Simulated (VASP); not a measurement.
Crystal: KBi6Os.

```
Os Bi K
1.0
     6.39176    0.00000    0.00000
    -0.79889    6.34163    0.00000
    -0.79889   -0.90583    6.27662
Os Bi K
1 6 1
Cartesian
  0.0000 0.0000 0.0000
  3.8703 4.9102 0.6465
  -0.5448 3.8322 4.9522
  4.3880 0.0037 4.5003
  0.9237 0.5256 5.6301
  5.3388 1.6036 1.3244
  0.4060 5.4321 1.7763
  2.3970 2.7179 3.1383
```

The cell was built by a generator and needn't be a form met in nature.

Base run:

```yaml
Program: VASP 6.6.1
Functional: RPBE
Potentials_or_basis: VASP PAW PBE potentials, release 64 (Os, Bi_d, K_sv)
Cutoff: 520 eV
k_mesh: 3 × 3 × 3
Occupations: fermi-dirac, width 0.1 eV
Spin: no spin polarisation
```

Its results: band gap on the k mesh none (metal or under the smearing width); pressure 26.7 GPa; largest force 9.169 eV/Å.

The run is repeated on the same cell with these changes: functional from RPBE to r2SCAN. What comes out?

Band gap on the k mesh none (metal or under the smearing width); pressure 24.3 GPa; largest force 8.864 eV/Å.

Caveats: so large a pressure means that the cell lies far from this level's equilibrium, or that cutoff or potentials fall short; the potentials were made for another functional, which shifts forces and pressure; spin-orbit coupling is left out, which moves the levels of the heavy elements.
